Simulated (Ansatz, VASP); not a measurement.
# InSe in two plane-wave programs, part 2 of 2

One calculation is typed for both programs; each brings its own data sets. How far apart do they land? The cell is taken from a series of runs on this material, whose earlier steps may have relaxed, scaled, displaced or heated it; both programs get it as it stands.

VASP 6.6.1 and Ansatz 0.2.0.

So far: Set-up; Ansatz: G0W0 gap, LDA.

## 3. VASP: G0W0 gap, LDA

Level of this step: G0W0 on LDA; plane waves and PAW (In_d_GW, Se_GW) (VASP).

The same cell, functional (in two slightly different forms) and mesh now go to VASP, with its own data sets.

Lines of VASP's logs that name or quote its potential files are left out, and so is its time.

The run reads the wave functions of an earlier VASP run, which isn't shown here.

Contents of INCAR:

```
SYSTEM = InSe
PREC = Accurate
ENCUT = 300
ISMEAR = 0
SIGMA = 0.01
LREAL = .FALSE.
GGA = CA
NBANDS = 544
ALGO = EVGW0
NELMGW = 1
ENCUTGW = 90
NOMEGA = 64
PRECFOCK = Fast
NBANDSGW = 48
LWAVE = .FALSE.
LCHARG = .FALSE.
```

Contents of POSCAR:

```
InSe
1.0
    4.0473293151      0.0000000000      0.0000000000
   -2.0236646576      3.5050900044      0.0000000000
    0.0000000000      0.0000000000     18.0520649100
In Se
4 4
Direct
    0.0000000000      0.0000000000      0.5773936800
    0.0000000000      0.0000000000      0.4226063200
    0.3333333300      0.6666666700      0.9226095100
    0.3333333300      0.6666666700      0.0773904900
    0.6666666700      0.3333333300      0.8530000700
    0.6666666700      0.3333333300      0.1469999300
    0.3333333300      0.6666666700      0.6470157200
    0.3333333300      0.6666666700      0.3529842800
```

Contents of KPOINTS:

```
Automatic mesh
0
Gamma
6 6 2
0 0 0
```

PAW data sets: In_d_GW and Se_GW (LDA family, release 64).

Started as:

```console
$ mpirun -np 16 vasp_std
```

Numbers of over 12 decimals in the logs are rounded to 6 here.

The log of the run:

```text
[banner, memory and clock lines left out]
running   16 mpi-ranks, on    1 nodes
 distrk:  each k-point on   16 cores,    1 groups
 distr:  one band on    1 cores,   16 groups

 POSCAR found type information on POSCAR InSe
 POSCAR found :  2 types and       8 ions
|                                                                             |
|           W    W    AA    RRRRR   N    N  II  N    N   GGGG   !!!           |
|           W    W   A  A   R    R  NN   N  II  NN   N  G    G  !!!           |
|           W    W  A    A  R    R  N N  N  II  N N  N  G       !!!           |
|           W WW W  AAAAAA  RRRRR   N  N N  II  N  N N  G  GGG   !            |
|           WW  WW  A    A  R   R   N   NN  II  N   NN  G    G                |
|           W    W  A    A  R    R  N    N  II  N    N   GGGG   !!!           |
|                                                                             |
|     For optimal performance we recommend to set                             |
|       NCORE = 2 up to number-of-cores-per-socket                            |
|     NCORE specifies how many cores store one orbital (NPAR=cpu/NCORE).      |
|     This setting can greatly improve the performance of VASP for DFT.       |
|     The default, NCORE=1 might be grossly inefficient on modern             |
|     multi-core architectures or massively parallel machines. Do your        |
|     Unfortunately you need to use the default for GW and RPA                |
|     calculations (for HF NCORE is supported but not extensively tested      |
|     yet).                                                                   |
|                                                                             |

|                                                                             |
|           W    W    AA    RRRRR   N    N  II  N    N   GGGG   !!!           |
|           W    W   A  A   R    R  NN   N  II  NN   N  G    G  !!!           |
|           W    W  A    A  R    R  N N  N  II  N N  N  G       !!!           |
|           W WW W  AAAAAA  RRRRR   N  N N  II  N  N N  G  GGG   !            |
|           WW  WW  A    A  R   R   N   NN  II  N   NN  G    G                |
|           W    W  A    A  R    R  N    N  II  N    N   GGGG   !!!           |
|                                                                             |
|     The default for ENCUTGWSOFT is different in this version of VASP.       |
|     please manually set ENCUTGWSOFT =90 in the INCAR file.                  |
|                                                                             |

 LDA part: xc-table for (Slater(with rela. corr.)+CA(PZ))
 , standard interpolation
 found WAVECAR, reading the header
 POSCAR, INCAR and KPOINTS ok, starting setup
 FFT: planning ... GRIDC
 FFT: planning ... GRID_SOFT
 FFT: planning ... GRID
 reading WAVECAR
 the WAVECAR file was read successfully
 initial charge from wavefunction
 available memory per node:     32.25 GB, setting MAXMEM to     33028

 The Fermi energy was updated, please check that it is located mid-gap
 values below the HOMO (VB) or above the LUMO (CB) will cause erroneous energies
 E-fermi :   2.2526

 calculate exact exchange contribution
 the WAVEDER file was read successfully
energies w=
    0.000    0.000    0.219    0.000    0.437    0.000    0.654    0.000
    0.869    0.000    1.083    0.000    1.295    0.000    1.504    0.000
    1.710    0.000    1.914    0.000    2.114    0.000    2.312    0.000
    2.507    0.000    2.700    0.000    2.890    0.000    3.078    0.000
    3.264    0.000    3.448    0.000    3.631    0.000    3.813    0.000
    3.994    0.000    4.176    0.000    4.357    0.000    4.539    0.000
    4.723    0.000    4.908    0.000    5.095    0.000    5.285    0.000
    5.478    0.000    5.675    0.000    5.877    0.000    6.085    0.000
    6.299    0.000    6.520    0.000    6.750    0.000    6.989    0.000
    7.240    0.000    7.503    0.000    7.780    0.000    8.075    0.000
    8.387    0.000    8.722    0.000    9.082    0.000    9.471    0.000
    9.894    0.000   10.357    0.000   10.866    0.000   11.431    0.000
   12.061    0.000   12.772    0.000   13.580    0.000   14.509    0.000
   15.588    0.000   16.858    0.000   18.377    0.000   20.225    0.000
   22.523    0.000   25.455    0.000   29.323    0.000   34.654    0.000
   42.459    0.000   54.954    0.000   78.113    0.000  135.548    0.000
 responsefunction array rank=     528
 LDA part: xc-table for (Slater(with rela. corr.)+CA(PZ))
 , standard interpolation

 min. memory requirement per mpi rank    706.1 MB, per node  11297.2 MB

 allocating   4 responsefunctions rank=   528
 shmem allocating  64 responsefunctions rank=   528
 response function shared by NCSHMEM nodes    1
 Doing            4  frequencies on each core in blocks of           64
NQ=   1    0.0000    0.0000    0.0000,
|.........|.........|.........|.........|.........|.........|.........|.........
 performed       3499000 updates of chi_q(r,r)
 total number of BLAS operations       7027.96 Gflops
NQ=   2    0.1667    0.0000    0.0000,
|.........|.........|.........|.........|.........|.........|.........|.........
 performed       9087000 updates of chi_q(r,r)
 total number of BLAS operations      17807.04 Gflops
NQ=   3    0.3333    0.0000    0.0000,
|.........|.........|.........|.........|.........|.........|.........|.........
 performed      14675000 updates of chi_q(r,r)
 total number of BLAS operations      28895.65 Gflops
NQ=   4    0.5000    0.0000    0.0000,
|.........|.........|.........|.........|.........|.........|.........|.........
 performed      19323000 updates of chi_q(r,r)
 total number of BLAS operations      38267.97 Gflops
NQ=   5    0.1667    0.1667    0.0000,
|.........|.........|.........|.........|.........|.........|.........|.........
 performed      25225000 updates of chi_q(r,r)
 total number of BLAS operations      49283.45 Gflops
NQ=   6    0.3333    0.1667    0.0000,
|.........|.........|.........|.........|.........|.........|.........|.........
 performed      31753000 updates of chi_q(r,r)
 total number of BLAS operations      62393.66 Gflops
NQ=   7    0.3333    0.3333    0.0000,
|.........|.........|.........|.........|.........|.........|.........|.........
 performed      35775000 updates of chi_q(r,r)
 total number of BLAS operations      70664.89 Gflops
NQ=   8    0.0000    0.0000    0.5000,
|.........|.........|.........|.........|.........|.........|.........|.........
 performed      39274000 updates of chi_q(r,r)
 total number of BLAS operations      77553.28 Gflops
NQ=   9    0.1667    0.0000    0.5000,
|.........|.........|.........|.........|.........|.........|.........|.........
 performed      44862000 updates of chi_q(r,r)
 total number of BLAS operations      88376.31 Gflops
NQ=  10    0.3333    0.0000    0.5000,
|.........|.........|.........|.........|.........|.........|.........|.........
 performed      50450000 updates of chi_q(r,r)
 total number of BLAS operations      99287.50 Gflops
NQ=  11    0.5000    0.0000    0.5000,
|.........|.........|.........|.........|.........|.........|.........|.........
 performed      55098000 updates of chi_q(r,r)
 total number of BLAS operations     108144.36 Gflops
NQ=  12    0.1667    0.1667    0.5000,
|.........|.........|.........|.........|.........|.........|.........|.........
 performed      61000000 updates of chi_q(r,r)
 total number of BLAS operations     119481.44 Gflops
NQ=  13    0.3333    0.1667    0.5000,
|.........|.........|.........|.........|.........|.........|.........|.........
 performed      67528000 updates of chi_q(r,r)
 total number of BLAS operations     132749.12 Gflops
NQ=  14    0.3333    0.3333    0.5000,
|.........|.........|.........|.........|.........|.........|.........|.........
 performed      71550000 updates of chi_q(r,r)
 total number of BLAS operations     141316.62 Gflops
 resolving degeneracies of screened two electron integrals

 calculate QP shifts <psi_nk| G(iteration)W_0 |psi_nk>: iteration 1
 entering main loop
```

OUTCAR, selected parts (step 3):

```text
ion  position               nearest neighbor table
   1  0.000  0.000  0.577-   7 2.65   7 2.65   7 2.65   2 2.79
   2  0.000  0.000  0.423-   8 2.65   8 2.65   8 2.65   1 2.79
   3  0.333  0.667  0.923-   5 2.65   5 2.65   5 2.65   4 2.79
   4  0.333  0.667  0.077-   6 2.65   6 2.65   6 2.65   3 2.79
   5  0.667  0.333  0.853-   3 2.65   3 2.65   3 2.65
   6  0.667  0.333  0.147-   4 2.65   4 2.65   4 2.65
   7  0.333  0.667  0.647-   1 2.65   1 2.65   1 2.65
   8  0.333  0.667  0.353-   2 2.65   2 2.65   2 2.65

  LATTYP: Found a hexagonal cell.
 ALAT       =     4.0473293151
 C/A-ratio  =     4.4602411874

 Subroutine GETGRP returns: Found 12 space group operations
 (whereof 12 operations were pure point group operations)

The static configuration has the point symmetry D_3h.

 Found     14 irreducible k-points:

   k-points           NKPTS =     14   k-points in BZ     NKDIM =     72   number of bands    NBANDS=    544

   dimension x,y,z NGX =    24 NGY =   24 NGZ =  108
   dimension x,y,z NGXF=    48 NGYF=   48 NGZF=  216

   ENCUT  =  300.0 eV  22.05 Ry    4.70 a.u.   5.72  5.72 25.49*2*pi/ulx,y,z

   NELECT =      76.0000    total number of electrons

  energy-cutoff  :      300.00
  volume of cell :      256.09
      direct lattice vectors                 reciprocal lattice vectors
     4.047329315  0.000000000  0.000000000     0.247076510  0.142649689  0.000000000
    -2.023664658  3.505090004  0.000000000     0.000000000  0.285299379  0.000000000
     0.000000000  0.000000000 18.052064910     0.000000000  0.000000000  0.055395325

 k-points in reciprocal lattice and weights: Automatic mesh
   0.00000000  0.00000000  0.00000000       0.014
   0.16666667  0.00000000  0.00000000       0.083
   0.33333333  0.00000000  0.00000000       0.083
   0.50000000  0.00000000  0.00000000       0.042
   0.16666667  0.16666667  0.00000000       0.083
   0.33333333  0.16666667  0.00000000       0.167
   0.33333333  0.33333333  0.00000000       0.028
   0.00000000  0.00000000  0.50000000       0.014
   0.16666667  0.00000000  0.50000000       0.083
[...]
0.33333333  0.16666667  0.50000000       0.167
   0.33333333  0.33333333  0.50000000       0.028

 E-fermi :   2.2526

 QP shifts <psi_nk| G(iteration)W_0 |psi_nk>: iteration 1
 for sc-GW calculations column KS-energies equals QP-energies in previous step
 and V_xc(KS)=  KS-energies - (<T + V_ion + V_H > + <T+V_H+V_ion>^1  + <V_x>^1)
 k-point   1 :       0.0000    0.0000    0.0000
  band No.  KS-energies  QP-energies   sigma(KS)   V_xc(KS)     V^pw_x(r,r')   Z            occupation Imag(sigma)
    ...
     35       1.0104       0.7020     -12.8482     -12.4261     -14.4745       0.7304       2.0000       0.0844
     36       1.0601       0.7566     -12.8906     -12.4759     -14.4904       0.7320       2.0000       0.0840
     37       1.0601       0.7566     -12.8906     -12.4759     -14.4904       0.7320       2.0000       0.0840
     38       1.9992       1.7086     -12.1552     -11.7629     -13.1455       0.7408       2.0000       0.0718
     39       2.5060       3.0452      -9.7866     -10.4859      -6.9688       0.7711       0.0000       0.0031
     40       3.3540       3.9322     -10.6022     -11.3657      -7.5205       0.7573       0.0000      -0.0033
     41       4.0575       4.6238      -9.4118     -10.1433      -5.8939       0.7741       0.0000      -0.0125
     42       4.1016       4.6888      -9.3639     -10.1262      -5.7329       0.7702       0.0000      -0.0144
    ...

 k-point   2 :       0.1667    0.0000    0.0000
  band No.  KS-energies  QP-energies   sigma(KS)   V_xc(KS)     V^pw_x(r,r')   Z            occupation Imag(sigma)
    ...
     35       0.7237       0.3923     -12.6893     -12.2336     -14.3857       0.7271       2.0000       0.0865
     36       0.7955       0.4701     -12.7610     -12.3149     -14.4263       0.7293       2.0000       0.0859
     37       1.2855       0.9180     -11.4311     -10.9323     -12.6585       0.7370       2.0000       0.0778
     38       1.8739       1.5591     -12.1463     -11.7217     -13.2314       0.7414       2.0000       0.0754
     39       3.6958       4.2942     -10.5378     -11.3266      -7.4422       0.7585       0.0000      -0.0001
     40       4.0826       4.7271     -10.9804     -11.8411      -7.6787       0.7489       0.0000      -0.0038
     41       4.7381       5.2685      -9.0895      -9.7801      -5.3687       0.7681       0.0000      -0.0221
     42       4.8681       5.4297      -9.3377     -10.0749      -5.5382       0.7619       0.0000      -0.0232
    ...

 k-point   3 :       0.3333    0.0000    0.0000
  band No.  KS-energies  QP-energies   sigma(KS)   V_xc(KS)     V^pw_x(r,r')   Z            occupation Imag(sigma)
    ...
     35       0.2477      -0.1164     -12.4826     -11.9770     -14.3233       0.7201       2.0000       0.0916
     36       0.3361      -0.0222     -12.5682     -12.0730     -14.3699       0.7234       2.0000       0.0906
     37       1.1018       0.7304     -11.6461     -11.1421     -12.8735       0.7370       2.0000       0.0823
     38       1.2478       0.8911     -11.7643     -11.2821     -12.9268       0.7398       2.0000       0.0810
     39       3.7149       4.1202      -8.4228      -8.9473      -5.0428       0.7729       0.0000      -0.0236
     40       3.8826       4.4887     -10.3133     -11.1106      -6.9071       0.7603       0.0000      -0.0003
     41       4.0811       4.7013     -10.4504     -11.2698      -6.9674       0.7570       0.0000      -0.0025
     42       4.1169       4.5560      -9.0015      -9.5769      -5.5481       0.7632       0.0000      -0.0243
    ...

 k-point   4 :       0.5000    0.0000    0.0000
  band No.  KS-energies  QP-energies   sigma(KS)   V_xc(KS)     V^pw_x(r,r')   Z            occupation Imag(sigma)
    ...
     35       0.0604      -0.3207     -11.9507     -11.4089     -13.9728       0.7034       2.0000       0.1039
     36       0.1334      -0.2371     -12.4929     -11.9788     -14.3561       0.7208       2.0000       0.0926
     37       0.5167       0.1154     -11.2220     -10.6754     -12.5203       0.7341       2.0000       0.0849
     38       0.6507       0.2584     -11.3379     -10.8054     -12.5850       0.7366       2.0000       0.0830
     39       3.5654       4.1361     -10.0112     -10.7546      -6.6482       0.7678       0.0000       0.0003
     40       3.6072       3.9972      -8.7438      -9.2516      -5.5011       0.7681       0.0000      -0.0237
     41       3.8012       4.3939     -10.2785     -11.0567      -6.8483       0.7616       0.0000      -0.0008
     42       3.8506       4.2536      -9.0487      -9.5773      -5.7762       0.7624       0.0000      -0.0235
    ...

[... 4 further parts left out ...]
```

## 4. Side by side

Known differences besides the potentials themselves: the two LDA forms differ slightly; fixed occupations in Ansatz, narrow Gaussian smearing in VASP; VASP integrates the frequencies in full, Ansatz fits a plasmon pole; the data sets hold 116 valence electrons in Ansatz (on its PAW soft_1 files) and 76 in VASP; the cutoff is 420 eV in Ansatz and 300 eV in VASP; VASP's log shows a relativistic correction to its local exchange, Ansatz's none; Ansatz's G0W0 levels solve the quasiparticle equation, VASP's are linearised. Total energies have different zeros and are not compared.

The two programs side by side:

```tsv
quantity	Ansatz	VASP	difference
G0W0 gap on the mesh (eV)	1.41	1.34	+0.08
Kohn-Sham gap under it (eV)	0.50	0.51	-0.01
```

## 5. Outcome

| Item | Value |
| --- | --- |
| difference in G0W0 gap on the mesh (G0W0 gap, LDA) | 0.077 eV |

What this shows: The difference in G0W0 gap on the mesh is 0.077 eV (G0W0 gap, LDA). The data sets hold unlike numbers of valence electrons (116 in Ansatz and 76 in VASP), so part of the differences may come from the potentials. How closely two codes agree says nothing of how well the functional describes the real material.

[Lines on the potential files, build, host, timing and source positions are cut from VASP's logs without a mark.]

[Logs are printed without paths, hosts, clocks, repeated set-up lines and the standing remarks that a program may print on its own settings, such as how far it seeks lower states.]

[Hosts, paths, dates, database ids (printed as entryN), source tags and the programs' standing remarks are cut or masked in the printed files.]
